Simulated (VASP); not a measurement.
Data:

```xyz
6
Lattice="4.8648 0.0000 0.0000 0.0000 4.8648 0.0000 0.0000 0.0000 3.2163" Properties=species:S:1:pos:R:3 pbc="T T T"
Zn     4.8648     0.0000     3.2163
Zn     2.4324     2.4324     1.6081
F      1.4816     1.4816     3.2163
F      3.9140     0.9508     1.6081
F      0.9508     3.9140     1.6081
F      3.3832     3.3832     0.0000
```

Calculation: revPBE GGA, VASP's PBE PAW potentials (set 64) (plane waves; VASP). Settings: 520 eV cut-off, 5×5×8 Γ-centred mesh, tetrahedra with Blöchl corrections, potentials Zn F.

The cores are frozen, which limits the accuracy of field gradients.

**Question.** Give the principal components of the electric field gradient (V/Å²) and the asymmetry η at each nucleus.

**Answer.** 
```csv
atom,Vxx,Vyy,Vzz,η
Zn1,-15.1,-0.5,15.7,0.93
Zn2,-15.1,-0.5,15.7,0.93
F3,66.4,28.6,-95.0,0.40
F4,66.4,28.6,-95.0,0.40
F5,66.4,28.6,-95.0,0.40
F6,66.4,28.6,-95.0,0.40
```

The compound is ZnF2 in the rutile structure. It was relaxed first, which changed the volume by +10 %.
